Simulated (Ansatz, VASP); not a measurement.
# ZrCu in two plane-wave programs

Aim: how closely do two programs agree when they are given the same cell, functional and k mesh? Of the first pair: The structure shown is frame 165 of Ansatz's trajectory.

Main program and level: Ansatz 0.2.0; plane waves, with VASP 6.6.1 beside it; single point at PBE.

## (1) The starting structure

The cell holds 30 atoms: 15 Cu and 15 Zr. Its edges and angles: a = 8.120 Å, b = 8.120 Å, c = 8.120 Å, α = 90.0°, β = 90.0°, γ = 90.0°. Kind glass; density_g_cm3 7.2; melt_temperature_k 2200; route random start, relaxed, short melt, two cooling runs, relaxed.

## (2) Ansatz: dynamics, PBE

Ansatz runs on its PAW soft_1 files.

One frame of this run of dynamics is then solved in both programs, so the motion causes no difference.

The input, input.yaml:

```yaml
crystal:
  lattice:
    - [8.1202287691, 0.0, 0.0]
    - [0.0, 8.1202287691, 0.0]
    - [0.0, 0.0, 8.1202287691]
  atoms:
    - { symbol: Cu, position: [0.86858661, 0.37415239, 0.82746905] }
    - { symbol: Cu, position: [0.17251608, 0.53745272, 0.31542387] }
    - { symbol: Cu, position: [0.97656645, 0.11123529, 0.93108633] }
    - { symbol: Cu, position: [0.51187043, 0.79045864, 0.52348821] }
    - { symbol: Cu, position: [0.43397078, 1.00638113, 1.03549447] }
    - { symbol: Cu, position: [0.38069137, 0.54855745, 0.64887963] }
    - { symbol: Cu, position: [0.19445302, 0.30626452, 0.81405908] }
    - { symbol: Cu, position: [-0.0199051, 1.03583239, 0.59430986] }
    - { symbol: Cu, position: [0.96542699, 0.07250609, 0.27749698] }
    - { symbol: Cu, position: [0.75726007, 0.24532191, 0.12653412] }
    - { symbol: Cu, position: [0.44419204, 0.25886672, 0.62650365] }
    - { symbol: Cu, position: [0.10138914, 0.87740213, 1.06901582] }
    - { symbol: Cu, position: [0.47764085, 0.75169138, 0.1993631] }
    - { symbol: Cu, position: [0.69139801, 0.53256357, 0.63050268] }
    - { symbol: Cu, position: [0.18648182, 0.24282136, 0.4812426] }
    - { symbol: Zr, position: [0.75991369, 0.88971841, 0.10921527] }
    - { symbol: Zr, position: [0.07823647, 0.54883799, 0.61955176] }
    - { symbol: Zr, position: [0.22292204, 0.87975095, 0.37905114] }
    - { symbol: Zr, position: [0.90250487, 0.76779031, 0.80063422] }
    - { symbol: Zr, position: [0.51991171, 0.36282697, 0.94771603] }
    - { symbol: Zr, position: [0.51054571, 0.46934774, 0.33134313] }
    - { symbol: Zr, position: [0.22663955, 0.23004278, 0.15452065] }
    - { symbol: Zr, position: [0.68038194, 0.07439002, 0.7602122] }
    - { symbol: Zr, position: [0.53739853, 0.08767364, 0.36052174] }
    - { symbol: Zr, position: [0.55097192, 0.73927338, 0.84268586] }
    - { symbol: Zr, position: [0.84227541, 0.30888428, 0.4594208] }
    - { symbol: Zr, position: [0.90831567, 0.53510882, 0.12503773] }
    - { symbol: Zr, position: [0.26176024, 0.95708634, 0.75359724] }
    - { symbol: Zr, position: [0.26139448, 0.60544378, 0.98842486] }
    - { symbol: Zr, position: [0.8363869, 0.76180366, 0.42844249] }
kpoints:
  mp_grid: { grid: [1, 1, 1] }
scf:
  occupations: { method: fermi_dirac, width: 0.1 }
  n_extra_bands: 21
hamiltonian:
  xc: pbe
  pseudopotentials: { kind: paw, azcp: { folder: soft_1 } }
output:
  forces: true
basis:
  ecutwfc: 320
md:
  timestep: 2.5
  n_steps: 495
  ensemble: nvt_langevin
  temperature: 2200
  seed: 0
```

Command:

```sh
ansatz run input.yaml --threads 8 --pin off --max-ram 23552MiB --backend cpu --events-out ev --progress --plain --runs-dir out
```

Numbers of over 12 decimals in the logs are rounded to 6 here.

Log:

```text
Warning: md: disabling space-group detection — thermal motion breaks the input geometry's symmetry, so no spatial operation reduces the k-mesh or symmetrises the density; time reversal is kept, so that k and −k are solved as one point where they differ and the mesh holds both, and exact exchange and, on two spinor components, a DFT+U term hold to it where the run has them: on two components no moment then forms, and  [...]
Warning: basis.ecutwfc = 320 eV is below the records' recommended 420 eV, and the density's cutoff is lower with it unless basis.ecutrho_ratio is high enough to keep the records' density cutoff: compare with a run at a higher cutoff
scf.n_extra_bands = 21 over 233 filled bands (N_el = 465.0): the run solves 254 bands
Engine: ansatz 0.2.0, aarch64-unknown-linux-gnu
Pseudopotentials: kind: paw
Pseudopotential: Cu, paw, valence charge 19, recommended cutoff 420 eV (normal), soft_1/Cu.paw.azcp
Pseudopotential: Zr, paw, valence charge 12, recommended cutoff 420 eV (normal), soft_1/Zr.paw.azcp
Functional definition: PBE
  parameter kappa = 0.804
  parameter beta = 0.066725
  exchange = pbe_x(kappa = kappa, mu = beta*pi^2/3)
  correlation = pbe_c(beta = beta)
Crystal: 30 atoms, lattice volume = 535.433 Å³
Basis set: ecut = 320 eV, 6979 PW (Γ), exchange–correlation on 96×96×96 points (8 copies of the dense FFT grid, shifted against one another)
Bands: 254, of which v1, the nominal top of the filled ones, is band 233 counted from 1 (232 counted from 0)
Symmetry: 1 space group operations
k-points: 1
Non-local potential: Cu, projectors of the file, l = 0: 3, l = 1: 2, l = 2: 3, l = 3: 1
Non-local potential: Zr, projectors of the file, l = 0: 3, l = 1: 2, l = 2: 2, l = 3: 1
PAW form: soft (Blöchl's): semilocal exchange-correlation on the pseudo side does not see the compensation charge
PAW one-centre angular grid: Cu, 590 points (default); XC on 64 Gauss nodes
PAW one-centre angular grid: Zr, 590 points (default); XC on 64 Gauss nodes
Initial density: superposition of atomic densities (chi_scale 0.1, normalization cell, long waves kept (reshape's long-wave potential 0.16 eV rms))
Initial wavefunctions: pseudopotential atomic-orbital guess
Functional: x = pbe(κ = 0.804, μ = 0.219515), c = pbe(β = 0.066725)
SCF iter   1: F=—  HF=-162395.588759 eV  |F-HF|=—  |Δ(HF+E_count)|=         —  Δρ=1.07e0  dr2=7.09e3  ethr=3.10e-3  ⟨swp⟩=5.0  Hψ=828  notcnv=0
preconditioner: auto → Kerker (q_TF=auto, 2.665 Å⁻¹)  [metal: Δε(μ)=0.034 eV  Ē_g=3.432 eV  σ=0.100 eV  W_gap=0.09  n_scr=170 (ndim 8)  ℏωp=24.1 eV  f_vac=0.000  D(μ)=59.78/eV (n_scr^D=798)]
SCF iter   2: F=—  HF=-162161.505092 eV  |F-HF|=—  |Δ(HF+E_count)|=    2.34e2  Δρ=1.53e-1  dr2=1.26e2  ethr=3.10e-3  ⟨swp⟩=4.0  Hψ=883  notcnv=0
SCF iter   3: F=—  HF=-162144.951388 eV  |F-HF|=—  |Δ(HF+E_count)|=    1.66e1  Δρ=2.11e-1  dr2=3.22e2  ethr=3.10e-3  ⟨swp⟩=4.0  Hψ=635  notcnv=0
SCF iter   4: F=—  HF=-162137.365077 eV  |F-HF|=—  |Δ(HF+E_count)|=    7.59e0  Δρ=4.93e-2  dr2=3.32e1  ethr=3.10e-3  ⟨swp⟩=2.0  Hψ=564  notcnv=0
SCF iter   5: F=—  HF=-162135.918850 eV  |F-HF|=—  |Δ(HF+E_count)|=    1.45e0  Δρ=2.74e-2  dr2=1.04e1  ethr=3.10e-3  ⟨swp⟩=3.0  Hψ=387  notcnv=0
SCF iter   6: F=—  HF=-162135.154714 eV  |F-HF|=—  |Δ(HF+E_count)|=   7.64e-1  Δρ=9.06e-3  dr2=5.76e-1  ethr=2.24e-3  ⟨swp⟩=2.0  Hψ=320  notcnv=0
SCF iter   7: F=—  HF=-162135.101864 eV  |F-HF|=—  |Δ(HF+E_count)|=   5.28e-2  Δρ=7.23e-3  dr2=2.98e-1  ethr=1.24e-4  ⟨swp⟩=4.0  Hψ=452  notcnv=0
SCF iter   8: F=—  HF=-162135.086140 eV  |F-HF|=—  |Δ(HF+E_count)|=   1.57e-2  Δρ=4.34e-3  dr2=1.44e-1  ethr=6.40e-5  ⟨swp⟩=2.0  Hψ=290  notcnv=0
SCF iter   9: F=—  HF=-162135.079915 eV  |F-HF|=—  |Δ(HF+E_count)|=   6.23e-3  Δρ=3.17e-3  dr2=6.95e-2  ethr=3.09e-5  ⟨swp⟩=1.0  Hψ=254  notcnv=0
SCF iter  10: F=—  HF=-162135.074520 eV  |F-HF|=—  |Δ(HF+E_count)|=   5.39e-3  Δρ=1.52e-3  dr2=1.60e-2  ethr=1.50e-5  ⟨swp⟩=1.0  Hψ=254  notcnv=0
SCF iter  11: F=—  HF=-162135.073234 eV  |F-HF|=—  |Δ(HF+E_count)|=   1.29e-3  Δρ=7.04e-4  dr2=3.33e-3  ethr=3.45e-6  ⟨swp⟩=2.0  Hψ=255  notcnv=0
SCF iter  12: F=—  HF=-162135.072869 eV  |F-HF|=—  |Δ(HF+E_count)|=   3.64e-4  Δρ=2.00e-4  dr2=2.33e-4  ethr=7.17e-7  ⟨swp⟩=2.0  Hψ=361  notcnv=0
SCF iter  13: F=—  HF=-162135.072808 eV  |F-HF|=—  |Δ(HF+E_count)|=   6.13e-5  Δρ=8.02e-5  dr2=7.56e-5  ethr=5.01e-8  ⟨swp⟩=2.0  Hψ=474  notcnv=0
SCF iter  14: F=—  HF=-162135.073416 eV  |F-HF|=—  |Δ(HF+E_count)|=   6.08e-4  Δρ=4.63e-5  dr2=8.37e-6  ethr=1.63e-8  ⟨swp⟩=2.0  Hψ=366  notcnv=0
[...]
preconditioner: auto → Kerker (q_TF=auto, 2.665 Å⁻¹)  [metal: Δε(μ)=0.101 eV  Ē_g=10.609 eV  σ=0.100 eV  W_gap=0.24  n_scr=170 (ndim 8)  ℏωp=28.5 eV  f_vac=0.000  D(μ)=22.84/eV (n_scr^D=178)]
SCF iter   2: F=—  HF=-162129.324683 eV  |F-HF|=—  |Δ(HF+E_count)|=   4.91e-4  Δρ=3.01e-4  dr2=7.29e-4  ethr=5.28e-7  ⟨swp⟩=2.0  Hψ=527  notcnv=0
SCF iter   3: F=—  HF=-162129.324560 eV  |F-HF|=—  |Δ(HF+E_count)|=   1.22e-4  Δρ=2.56e-4  dr2=2.70e-4  ethr=1.57e-7  ⟨swp⟩=2.0  Hψ=474  notcnv=0
SCF iter   4: F=—  HF=-162129.324545 eV  |F-HF|=—  |Δ(HF+E_count)|=   1.58e-5  Δρ=3.44e-5  dr2=1.43e-5  ethr=5.81e-8  ⟨swp⟩=2.0  Hψ=462  notcnv=0
SCF iter   5: F=—  HF=-162129.324656 eV  |F-HF|=—  |Δ(HF+E_count)|=   1.12e-4  Δρ=1.83e-5  dr2=2.46e-6  ethr=3.07e-9  ⟨swp⟩=2.0  Hψ=368  notcnv=0
SCF iter   6: F=—  HF=-162129.324656 eV  |F-HF|=—  |Δ(HF+E_count)|=   2.92e-7  Δρ=1.22e-5  dr2=5.68e-7  ethr=5.29e-10  ⟨swp⟩=2.0  Hψ=447  notcnv=0
SCF iter   7: F=—  HF=-162129.324656 eV  |F-HF|=—  |Δ(HF+E_count)|=   8.05e-8  Δρ=5.20e-6  dr2=1.28e-7  ethr=1.22e-10  ⟨swp⟩=2.0  Hψ=474  notcnv=0
SCF iter   8: F=-162129.324656 eV  HF=-162129.324656 eV  |F-HF|=1.86e-8  |Δ(HF+E_count)|=   1.49e-8  Δρ=1.90e-6  dr2=2.07e-8  ethr=6.45e-12  ⟨swp⟩=3.0  Hψ=730  notcnv=0
SCF 64 converged in 8 iterations: F = -162129.324656 eV  dr2 = 2.07e-8
md step    63: t =   157.50 fs  T =  1369.6 K  F+E_penalty+E_count = -162129.32465597 eV  E_kin = 5.310937 eV  (8 SCF iters)
[...]
md step    64: t =   160.00 fs  T =  1535.7 K  F+E_penalty+E_count = -162129.39346335 eV  E_kin = 5.955268 eV  (8 SCF iters)
[...]
md step    65: t =   162.50 fs  T =  1552.3 K  F+E_penalty+E_count = -162129.49777728 eV  E_kin = 6.019450 eV  (9 SCF iters)
[...]
md step    66: t =   165.00 fs  T =  1568.4 K  F+E_penalty+E_count = -162129.60121799 eV  E_kin = 6.081995 eV  (9 SCF iters)
[...]
md step    67: t =   167.50 fs  T =  1592.3 K  F+E_penalty+E_count = -162129.68814465 eV  E_kin = 6.174507 eV  (8 SCF iters)
[...]
md step    68: t =   170.00 fs  T =  1587.1 K  F+E_penalty+E_count = -162129.76638489 eV  E_kin = 6.154358 eV  (8 SCF iters)
SCF iter   1: F=—  HF=-162129.844716 eV  |F-HF|=—  |Δ(HF+E_count)|=         —  Δρ=7.69e-4  dr2=4.36e-3  ethr=5.10e-6  ⟨swp⟩=4.0  Hψ=766  notcnv=0
preconditioner: auto → Kerker (q_TF=auto, 2.665 Å⁻¹)  [metal: Δε(μ)=0.156 eV  Ē_g=10.62
```

In the SCF lines HF is the Harris–Foulkes energy and dr2 the Hartree energy of the density residual, in eV; the loop may stop once dr2 is under the threshold and the program's other checks hold. Hψ counts applications of the Hamiltonian.

(Part 1 of 3 ends here.)

[Lines on the potential files, build, host, timing and source positions are cut from VASP's logs without a mark.]

[Logs are printed without paths, hosts, clocks, repeated set-up lines and the standing remarks that a program may print on its own settings, such as how far it seeks lower states.]

[Hosts, paths, dates, database ids (printed as entryN), source tags and the programs' standing remarks are cut or masked in the printed files.]
